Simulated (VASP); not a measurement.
```
CELL_PARAMETERS angstrom
      0.00000     2.59590     2.59590
      2.59590     0.00000     2.59590
      2.59590     2.59590     0.00000
ATOMIC_POSITIONS crystal
  Zr 0.00000 0.00000 0.00000
  O  0.25000 0.25000 0.25000
  O  0.75000 0.75000 0.75000
```

The base run (VASP): PBE GGA, plane waves, VASP's PBE PAW potentials (set 64). Numerical set-up: 520 eV cut-off, 7×7×7 Γ-centred mesh, Gaussian smearing of 0.050 eV, potentials Zr_sv O.

One setting is varied; ΔE counts from the most expensive setting. The base run took about 20 core-seconds. Costs are core time on shared hosts, one run each; read them as rough ratios.

Pressures at a finite cut-off, here 520 eV, hold a Pulay part, which wasn't tested here.

| setting | cost over the base run | electronic steps | ΔE (meV/atom) | pressure (GPa) |
|---|---|---|---|---|
| KGAMMA = .FALSE., KSPACING = 0.6, KPOINTS file removed | within a factor of 2 | 14 | -0.2 | -9.29 |
| KGAMMA = .FALSE., KSPACING = 0.5, KPOINTS file removed | within a factor of 2 | 14 | 0.0 | -9.28 |
| KGAMMA = .TRUE., KSPACING = 0.35, KPOINTS file removed | within a factor of 2 | 14 | 0.0 | -9.28 |
| base run | reference | 14 | 0.0 | -9.27 |
| KGAMMA = .FALSE., KSPACING = 0.25, KPOINTS file removed | within a factor of 2 | 14 | 0.0 | -9.28 |
| KGAMMA = .TRUE., KSPACING = 0.2, KPOINTS file removed | about 3 times | 14 | 0.0 | -9.28 |

Left out are runs that failed, have no time on record or changed the cell.

The compound is ZrO2 in the fluorite structure, the high-temperature cubic form, which is unstable at 0 K; the monoclinic form is the stable one. The cell was not relaxed at this level.
